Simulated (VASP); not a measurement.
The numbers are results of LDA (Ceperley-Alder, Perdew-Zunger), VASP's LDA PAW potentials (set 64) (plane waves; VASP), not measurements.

A VASP calculation is set up with these files.

**POSCAR**
```
TePt
1
    4.1110000000     0.0000000000     0.0000000000
   -2.0555000000     3.5602300000     0.0000000000
    0.0000000000     0.0000000000     5.4460000000
Pt Te
2 2
Direct
  0.0000000000   0.0000000000   0.0000000000
  0.0000000000   0.0000000000   0.5000000000
  0.3333330000   0.6666670000   0.2500000000
  0.6666670000   0.3333330000   0.7500000000
```

**INCAR**
```
SYSTEM = TePt
PREC = Accurate
ENCUT = 300
EDIFF = 1E-8
NELM = 100
ALGO = Normal
LREAL = .FALSE.
LASPH = .TRUE.
ISMEAR = 0
SIGMA = 0.136
LMAXMIX = 6
LWAVE = .FALSE.
LCHARG = .FALSE.
ISIF = 2
LEPSILON = .TRUE.
IBRION = 8
NSW = 1
```

KPOINTS:
```
kpoints
0
Gamma
  5 5 3
0 0 0
```

POTCAR, in this order: Pt Te (LDA.64 set). Program: vasp_std.

**Question.** What will the output report for the number of irreducible k-points (NKPTS), largest plane-wave count, number of space-group operations, FFT grid (NGX, NGY, NGZ)?

**Answer.** 
```yaml
number of irreducible k-points (NKPTS): 10
largest_plane_wave_count: 947
number_of_space_group_operations: 24
FFT grid (NGX, NGY, NGZ): 24 × 24 × 32
```

The structure comes from a measured TePt entry of the Crystallography Open Database, whose conditions weren't checked. The cell was not relaxed at this level. The k-mesh is coarse (spacing up to 0.38 per Å, 2π included), so the numbers may not be converged in it. The run is one of a series of settings (EDIFF = 1E-8, GGA removed, IBRION = 8, LEPSILON = .TRUE., NSW = 1, POTCAR Pt Te (LDA.64 set) against the base run), some of them coarse on purpose.
